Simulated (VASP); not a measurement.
Here is the system:

```xyz
4
Lattice="0.0000 3.3347 3.3347 3.3347 0.0000 3.3347 3.3347 3.3347 0.0000" Properties=species:S:1:pos:R:3 pbc="T T T"
Si     0.0000     0.0000     0.0000
Hf     3.3347     3.3347     3.3347
Hf     1.6673     1.6673     1.6673
Hf     5.0020     5.0020     5.0020
```

Calculation: PBEsol GGA, VASP's PBE PAW potentials (set 64) (plane waves; VASP 6.6.1). Run with 400 eV cut-off, 9×9×9 Γ-centred mesh, tetrahedra with Blöchl corrections, potentials Si Hf_pv.

Unless said otherwise, spin-orbit coupling is left out, though it shifts the bands of the heavy elements here.

### Question
What does the run give for the energy per atom (σ→0), band gap (on the k-mesh) with the smallest direct gap where there is one?

### Answer

- band gap (on the k-mesh): none (metal, semimetal or under 0.01 eV)
- energy per atom (σ→0): -9.391 eV/atom

The structure was generated: Hf3Si was put into the D03 type (Fm-3m), which need not be its known phase. It was relaxed first, which changed the volume by -29 %.
